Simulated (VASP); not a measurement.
Data:

```xyz
2
Lattice="0.0000 2.9963 2.9963 2.9963 0.0000 2.9963 2.9963 2.9963 0.0000" Properties=species:S:1:pos:R:3 pbc="T T T"
Cu     0.0000     0.0000     0.0000
I      1.4982     1.4982     1.4982
```

Calculation: SCAN meta-GGA, VASP's PBE PAW potentials (set 64) (plane waves; VASP). Numerical set-up: 520 eV cut-off, 8×8×8 Γ-centred mesh, Gaussian smearing of 0.050 eV, potentials Cu I.

Unless said otherwise, spin-orbit coupling is left out, though it shifts the bands of the heavy elements here.

Question: Estimate the energy per atom (σ→0), band gap (on the k-mesh) with the smallest direct gap where there is one.

Answer: 
| Property | Result |
|---|---|
| band gap (on the k-mesh) | 1.57 eV |
| smallest direct gap (on the k-mesh) | 1.57 eV |
| energy per atom (σ→0) | -26.067 eV/atom |

Total energies compare only between runs with the same potentials, cut-off and functional.

The compound is CuI in the zinc blende structure. It was relaxed first.
